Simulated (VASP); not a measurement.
# BAs(110): relaxation, ionisation energy and affinity, part 2 of 3

Aim: ionisation energy and electron affinity of BAs(110), from a slab and a bulk run lined up through core potentials.

VASP 6.6.1; PBE; plane waves and PAW (B, As).

So far. Step 2 (Relaxing the bulk crystal): The run ended after 3 ionic steps, 0.006 eV below its first step, once forces and stress met EDIFFG = -0.02.

## 4. Relaxing the slab

System of this step: BAs(110). The cell holds 18 atoms: 9 B and 9 As. Its edges and angles: a = 3.406 Å, b = 4.817 Å, c = 29.624 Å, α = 90.0°, β = 90.0°, γ = 90.0°. It derives from BAs. 9 layers, cut at this functional's lattice. Vacuum lies along c.

All atoms relax at the fixed cell.

Input file INCAR:

```
SYSTEM = BAs
PREC = Normal
ENCUT = 360
EDIFF = 1E-05
NELM = 120
ISMEAR = 0
SIGMA = 0.03
LREAL = Auto
ALGO = Fast
GGA = PE
NBANDS = 54
LORBIT = 11
LWAVE = .FALSE.
LCHARG = .FALSE.
KPAR = 4
IBRION = 2
NSW = 60
ISIF = 2
EDIFFG = -0.03
POTIM = 0.4
MAXMIX = 40
IDIPOL = 3
LDIPOL = .TRUE.
DIPOL = 0.5 0.5 0.5
```

Input file POSCAR:

```
BAs
1.0
    3.4061100361      0.0000000000      0.0000000000
    0.0000000000      4.8169670080      0.0000000000
    0.0000000000      0.0000000000     29.6244401444
B As
9 9
Direct
    0.0000000000      0.0000000000      0.2700473000
    0.5000000000      0.5000000000      0.3275354700
    0.0000000000      0.0000000000      0.3850236500
    0.5000000000      0.5000000000      0.4425118200
    0.0000000000      0.0000000000      0.5000000000
    0.5000000000      0.5000000000      0.5574881800
    0.0000000000      0.0000000000      0.6149763500
    0.5000000000      0.5000000000      0.6724645300
    0.0000000000      0.0000000000      0.7299527000
    0.0000000000      0.7500000000      0.3275354700
    0.5000000000      0.2500000000      0.2700473000
    0.0000000000      0.7500000000      0.4425118200
    0.5000000000      0.2500000000      0.3850236500
    0.0000000000      0.7500000000      0.5574881800
    0.5000000000      0.2500000000      0.5000000000
    0.0000000000      0.7500000000      0.6724645300
    0.5000000000      0.2500000000      0.6149763500
    0.5000000000      0.2500000000      0.7299527000
```

Input file KPOINTS:

```
Automatic mesh
0
Gamma
7 5 1
0 0 0
```

Potentials, in the order of the species: B and As (PBE family, release 64).

Started as:

```sh
mpirun -np 4 vasp_std
```

The log of the run:

```text
[banner, memory and clock lines left out]
running    4 mpi-ranks, on    1 nodes
 distrk:  each k-point on    1 cores,    4 groups
 distr:  one band on    1 cores,    1 groups

 POSCAR found type information on POSCAR B As
 POSCAR found :  2 types and      18 ions
 LDA part: xc-table for (Slater+PW92), standard interpolation
 POSCAR, INCAR and KPOINTS ok, starting setup
 FFT: planning ... GRIDC
 FFT: planning ... GRID_SOFT
 FFT: planning ... GRID
 WAVECAR not read
 entering main loop
       N       E                     dE             d eps       ncg     rms          rms(c)
DAV:   1     0.316972762863E+03    0.31697E+03   -0.22460E+04  1312   0.801E+02
DAV:   2    -0.666339324641E+02   -0.38361E+03   -0.36647E+03  1694   0.181E+02
DAV:   3    -0.101626155555E+03   -0.34992E+02   -0.34342E+02  1600   0.571E+01
DAV:   4    -0.102710507719E+03   -0.10844E+01   -0.10793E+01  1856   0.102E+01
DAV:   5    -0.102738860362E+03   -0.28353E-01   -0.28323E-01  1760   0.153E+00    0.139E+01
RMM:   6    -0.984582380833E+02    0.42806E+01   -0.69075E+00  1298   0.691E+00    0.706E+00
RMM:   7    -0.980701211790E+02    0.38812E+00   -0.49900E+00  1301   0.564E+00    0.237E+00
RMM:   8    -0.979857601365E+02    0.84361E-01   -0.41452E-01  1314   0.220E+00    0.703E-01
RMM:   9    -0.979853142324E+02    0.44590E-03   -0.95224E-02  1363   0.996E-01    0.273E-01
RMM:  10    -0.979845017151E+02    0.81252E-03   -0.25322E-02  1431   0.452E-01    0.133E-01
RMM:  11    -0.979850250716E+02   -0.52336E-03   -0.41119E-03  1397   0.202E-01    0.502E-02
RMM:  12    -0.979852046161E+02   -0.17954E-03   -0.10250E-03  1418   0.958E-02    0.222E-02
RMM:  13    -0.979853933851E+02   -0.18877E-03   -0.28409E-04  1382   0.468E-02    0.117E-02
RMM:  14    -0.979855881710E+02   -0.19479E-03   -0.93785E-05  1128   0.237E-02    0.761E-03
RMM:  15    -0.979857288616E+02   -0.14069E-03   -0.49284E-05   995   0.147E-02    0.390E-03
RMM:  16    -0.979857965599E+02   -0.67698E-04   -0.38012E-05   933   0.105E-02    0.213E-03
RMM:  17    -0.979858297536E+02   -0.33194E-04   -0.93331E-06   877   0.596E-03    0.163E-03
RMM:  18    -0.979858560750E+02   -0.26321E-04   -0.31481E-06   691   0.369E-03    0.847E-04
RMM:  19    -0.979858786512E+02   -0.22576E-04   -0.15202E-06   597   0.309E-03    0.840E-04
RMM:  20    -0.979858922687E+02   -0.13618E-04   -0.61677E-07   480   0.239E-03    0.345E-04
RMM:  21    -0.979858948258E+02   -0.25571E-05   -0.19206E-07   452   0.221E-03
   1 F= -.97985895E+02 E0= -.97985186E+02  d E =-.979859E+02
 curvature:   0.00 expect dE= 0.000E+00 dE for cont linesearch  0.000E+00
 trial: gam= 0.00000 g(F)=  0.990E+00 g(S)=  0.000E+00 ort = 0.000E+00 (trialstep = 0.100E+01)
 search vector abs. value=  0.990E+00
 bond charge predicted
       N       E                     dE             d eps       ncg     rms          rms(c)
DAV:   1    -0.987333805057E+02   -0.74749E+00   -0.20517E+01  1386   0.153E+01    0.135E+00
RMM:   2    -0.987691726135E+02   -0.35792E-01   -0.51321E-01  1304   0.240E+00    0.660E-01
RMM:   3    -0.987721353532E+02   -0.29627E-02   -0.11197E-01  1340   0.105E+00    0.392E-01
RMM:   4    -0.987795430852E+02   -0.74077E-02   -0.33402E-02  1333   0.593E-01    0.196E-01
RMM:   5    -0.987781201934E+02    0.14229E-02   -0.71350E-03  1378   0.257E-01    0.797E-02
RMM:   6    -0.987783005798E+02   -0.18039E-03   -0.18211E-03  1350   0.131E-01    0.185E-02
RMM:   7    -0.987784954963E+02   -0.19492E-03   -0.35503E-04  1435   0.559E-02    0.126E-02
RMM:   8    -0.987785920800E+02   -0.96584E-04   -0.88658E-05  1220   0.264E-02    0.664E-03
RMM:   9    -0.987786241992E+02   -0.32119E-04   -0.14214E-05   888   0.112E-02    0.160E-03
RMM:  10    -0.987786418351E+02   -0.17636E-04   -0.43757E-06   875   0.550E-03    0.727E-04
RMM:  11    -0.987786483830E+02   -0.65479E-05   -0.13362E-06   654   0.331E-03
   2 F= -.98778648E+02 E0= -.98778648E+02  d E =-.792754E+00
[... from here on, the cycles between the ionic steps are left out ...]
   3 F= -.99161437E+02 E0= -.99161437E+02  d E =-.117554E+01
   4 F= -.99176005E+02 E0= -.99176005E+02  d E =-.119011E+01
   5 F= -.99490253E+02 E0= -.99490253E+02  d E =-.314248E+00
   6 F= -.99558615E+02 E0= -.99558615E+02  d E =-.382611E+00
   7 F= -.99641346E+02 E0= -.99641346E+02  d E =-.827306E-01
   8 F= -.99642676E+02 E0= -.99642676E+02  d E =-.840603E-01
   9 F= -.99662369E+02 E0= -.99662369E+02  d E =-.196933E-01
  10 F= -.99662398E+02 E0= -.99662398E+02  d E =-.197220E-01
  11 F= -.99671247E+02 E0= -.99671247E+02  d E =-.884958E-02
  12 F= -.99671521E+02 E0= -.99671521E+02  d E =-.912282E-02
  13 F= -.99676001E+02 E0= -.99676001E+02  d E =-.448029E-02
  14 F= -.99677847E+02 E0= -.99677847E+02  d E =-.632676E-02
  15 F= -.99680905E+02 E0= -.99680905E+02  d E =-.305726E-02
  16 F= -.99680952E+02 E0= -.99680952E+02  d E =-.310460E-02
  17 F= -.99682004E+02 E0= -.99682004E+02  d E =-.105171E-02
  18 F= -.99682007E+02 E0= -.99682007E+02  d E =-.105509E-02
  19 F= -.99682340E+02 E0= -.99682340E+02  d E =-.332586E-03
  20 F= -.99682399E+02 E0= -.99682399E+02  d E =-.391578E-03
 curvature:  -1.12 expect dE=-0.244E-03 dE for cont linesearch -0.118E-05
 trial: gam= 0.29690 g(F)=  0.217E-03 g(S)=  0.000E+00 ort = 0.322E-04 (trialstep = 0.175E+01)
 search vector abs. value=  0.324E-03
 bond charge predicted
       N       E                     dE             d eps       ncg     rms          rms(c)
DAV:   1    -0.996826379888E+02   -0.24294E-03   -0.22880E-02  1320   0.578E-01    0.336E-02
RMM:   2    -0.996825630245E+02    0.74964E-04   -0.49643E-04  1305   0.774E-02    0.243E-02
RMM:   3    -0.996825939167E+02   -0.30892E-04   -0.83971E-05  1275   0.308E-02    0.141E-02
RMM:   4    -0.996826142790E+02   -0.20362E-04   -0.44039E-05  1149   0.193E-02    0.953E-03
RMM:   5    -0.996826319340E+02   -0.17655E-04   -0.68908E-06   850   0.887E-03    0.537E-03
RMM:   6    -0.996826557972E+02   -0.23863E-04   -0.35158E-06   838   0.532E-03    0.265E-03
RMM:   7    -0.996826650723E+02   -0.92751E-05   -0.11254E-06   610   0.329E-03
  21 F= -.99682665E+02 E0= -.99682665E+02  d E =-.266509E-03
 trial-energy change:   -0.000267  1 .order   -0.000258   -0.000396   -0.000119
 step:   2.5026(harm=  2.5026)  dis= 0.00450  next Energy=   -99.682682 (dE=-0.284E-03)
 reached required accuracy - stopping structural energy minimisation
```

Wall time 3.7 min (4 MPI ranks of AMD EPYC 9R14 (Zen 4), shared host); peak memory 1.2 GiB.

Parts of OUTCAR (step 4):

```text
  LATTYP: Found a simple orthorhombic cell.
 ALAT       =     3.4061100361
 B/A-ratio  =     1.4142135624
 C/A-ratio  =     8.6974407258

 Subroutine GETGRP returns: Found  4 space group operations
 (whereof  4 operations were pure point group operations)

The static configuration has the point symmetry C_2v.

 Found     12 irreducible k-points:

   k-points           NKPTS =     12   k-points in BZ     NKDIM =     12   number of bands    NBANDS=     54

   dimension x,y,z NGX =    16 NGY =   24 NGZ =  140
   dimension x,y,z NGXF=    32 NGYF=   48 NGZF=  280

   ENCUT  =  360.0 eV  26.46 Ry    5.14 a.u.   5.27  7.45 45.83*2*pi/ulx,y,z

   NELECT =      72.0000    total number of electrons

 dipolmoment           0.000000      0.000000     -0.000000 electrons x Angstroem

 E-fermi :   0.6731

 k-point     1 :       0.0000    0.0000    0.0000
  band No.  band energies     occupation
    ...
     32      -0.0498      2.00000
     33       0.2099      2.00000
     34       0.2883      2.00000
     35       0.4190      2.00000
     36       0.4982      2.00000
     37       2.0245      0.00000
     38       2.2533      0.00000
     39       2.2737      0.00000
     40       2.6781      0.00000
     41       2.8286      0.00000
    ...

 k-point     2 :       0.1429    0.0000    0.0000
  band No.  band energies     occupation
    ...
     32      -1.0504      2.00000
     33      -0.9054      2.00000
     34      -0.7199      2.00000
     35      -0.1809      2.00000
     36      -0.0070      2.00000
     37       2.0660      0.00000
     38       2.3665      0.00000
     39       3.1324      0.00000
     40       3.2204      0.00000
     41       3.2445      0.00000
    ...

  Total       -2.1857786      0.7367307     -0.8886168      0.0000000      0.0000000      0.0000000
  in kB       -7.2050045      2.4284929     -2.9291567      0.0000000      0.0000000      0.0000000
  external PRESSURE =      -2.5685561 kB  Pullay stress =       0.0000000 kB

  energy-cutoff  :      360.00
  volume of cell :      486.05
      direct lattice vectors                 reciprocal lattice vectors
     3.406110036  0.000000000  0.000000000     0.293590045  0.000000000  0.000000000
     0.000000000  4.816967008  0.000000000     0.000000000  0.207599512  0.000000000
     0.000000000  0.000000000 29.624440144     0.000000000  0.000000000  0.033755912

 POSITION                                       TOTAL-FORCE (eV/Angst)
 -----------------------------------------------------------------------------------
      3.40611      0.24967      8.37188        -0.000000     -0.001363      0.007780
      1.70306      2.36395      9.67558        -0.000000     -0.000715      0.007835
      3.40611      4.78348     11.40885        -0.000000     -0.008059      0.001475
      1.70306      2.36860     13.10239         0.000000      0.001620     -0.000159
      0.00000      4.78074     14.81222        -0.000000      0.008648      0.000000
      1.70306      2.36860     16.52205         0.000000      0.001620      0.000159
      0.00000      4.78348     18.21559        -0.000000     -0.008059     -0.001475
      1.70306      2.36395     19.94886        -0.000000     -0.000715     -0.007835
      3.40611      0.24967     21.25256        -0.000000     -0.001363     -0.007780
      0.00000      3.54566      9.68841        -0.000000      0.014231      0.015314
      1.70306      1.24926      7.81564         0.000000     -0.007313      0.002071
      3.40611      3.57427     13.10689        -0.000000      0.003413      0.002174
      1.70306      1.16869     11.38598        -0.000000     -0.003750      0.000802
      3.40611      3.57427     16.51755        -0.000000      0.003413     -0.002174
      1.70306      1.16908     14.81222        -0.000000     -0.004779      0.000000
      0.00000      3.54566     19.93603        -0.000000      0.014231     -0.015314
      1.70306      1.16869     18.23846        -0.000000     -0.003750     -0.000802
      1.70306      1.24926     21.80880         0.000000     -0.007313     -0.002071
 -----------------------------------------------------------------------------------
    total drift:                                0.000000      0.048211      0.000004

  FREE ENERGIE OF THE ION-ELECTRON SYSTEM (eV)
  ---------------------------------------------------
  free  energy   TOTEN  =       -99.6826650723 eV

  energy  without entropy=      -99.6826650723  energy(sigma->0) =      -99.68266507

 vacuum level on the upper side and lower side of the slab         5.342         5.342

 total charge
# of ion       s       p       d       tot
------------------------------------------
    1        0.717   1.016   0.000   1.733
    2        0.661   1.112   0.000   1.773
    3        0.661   1.137   0.000   1.798
    4        0.658   1.148   0.000   1.806
    5        0.658   1.150   0.000   1.808
    6        0.658   1.148   0.000   1.806
    7        0.661   1.137   0.000   1.798
    8        0.661   1.112   0.000   1.773
    9        0.717   1.016   0.000   1.733
   10        1.177   1.653   0.087   2.916
   11        1.232   1.555   0.056   2.844
   12        1.174   1.639   0.084   2.896
   13        1.175   1.639   0.084   2.897
   14        1.174   1.639   0.084   2.896
   15        1.174   1.640   0.083   2.897
   16        1.177   1.653   0.087   2.916
   17        1.175   1.639   0.084   2.897
   18        1.232   1.555   0.056   2.844
--------------------------------------------------
tot         16.743  24.586   0.703  42.032

[... 1 part as in an earlier step ...]

[... 7 further parts left out ...]
```

The run keeps the 4 symmetry operations of its start, so it cannot find a distortion of lower symmetry.

The steps of the relaxation:

| step | energy less that of the first step (eV) | largest force (eV/Å) |
| --- | --- | --- |
| 1 | 0.0000 | 2.6685 |
| 2 | -0.7928 | 1.9464 |
| 3 | -1.1755 | 1.0140 |
| 4 | -1.1901 | 1.0389 |
| 5 | -1.5044 | 0.7463 |
| 6 | -1.5727 | 0.6940 |
| 7 | -1.6555 | 0.3644 |
| 8 | -1.6568 | 0.3011 |
| 9 | -1.6765 | 0.2274 |
| 10 | -1.6765 | 0.2337 |
| 11 | -1.6854 | 0.1140 |
| 12 | -1.6856 | 0.1160 |
| 13 | -1.6901 | 0.0894 |
| 14 | -1.6920 | 0.1012 |
| 15 | -1.6950 | 0.0559 |
| 16 | -1.6951 | 0.0589 |
| 17 | -1.6961 | 0.0456 |
| 18 | -1.6961 | 0.0462 |
| 19 | -1.6964 | 0.0544 |
| 20 | -1.6965 | 0.0316 |
| 21 | -1.6968 | 0.0209 |

The atoms that moved most (Å):

| atom | dx | dy | dz | length |
| --- | --- | --- | --- | --- |
| B1 | 0.000 | 0.250 | 0.372 | 0.448 |
| B9 | 0.000 | 0.250 | -0.372 | 0.448 |
| As11 | 0.000 | 0.045 | -0.184 | 0.190 |
| As18 | 0.000 | 0.045 | 0.184 | 0.190 |
| As16 | 0.000 | -0.067 | 0.015 | 0.069 |
| As10 | 0.000 | -0.067 | -0.015 | 0.069 |
| B2 | 0.000 | -0.045 | -0.027 | 0.052 |
| B8 | 0.000 | -0.045 | 0.027 | 0.052 |

Final coordinates:

```xyz
18
Lattice="3.4061 0.0000 0.0000 0.0000 4.8170 0.0000 0.0000 0.0000 29.6244" Properties=species:S:1:pos:R:3
B     0.0000    0.2497    8.3719
B     1.7031    2.3639    9.6756
B     0.0000   -0.0335   11.4088
B     1.7031    2.3686   13.1024
B     0.0000   -0.0362   14.8122
B     1.7031    2.3686   16.5220
B     0.0000   -0.0335   18.2156
B     1.7031    2.3639   19.9489
B     0.0000    0.2497   21.2526
As    0.0000    3.5457    9.6884
As    1.7031    1.2493    7.8156
As    0.0000    3.5743   13.1069
As    1.7031    1.1687   11.3860
As    0.0000    3.5743   16.5176
As    1.7031    1.1691   14.8122
As    0.0000    3.5457   19.9360
As    1.7031    1.1687   18.2385
As    1.7031    1.2493   21.8088
```

Numbers from this step:

```yaml
electronic_cycles: 148
electrons: 72
free_energy_toten: -99.6827 eV
fermi_energy: 0.6731 eV
dipole_moment: 0, 0, 0 e·Å
gap_on_the_k_mesh: 0.4317 eV
least_direct_gap_on_the_k_mesh: 1.526 eV
```

The run ended after 21 ionic steps, 1.697 eV below its first step, once the forces on the free atoms met EDIFFG = -0.03.

(Part 2 of 3 ends here.)

[Lines on the potential files, build, host, timing and source positions are cut from VASP's logs without a mark.]

[Logs are printed without paths, hosts, clocks, repeated set-up lines and the standing remarks that a program may print on its own settings, such as how far it seeks lower states.]

[Hosts, paths, dates, database ids (printed as entryN), source tags and the programs' standing remarks are cut or masked in the printed files.]

[Runs that stopped without an error message from VASP are left out.]
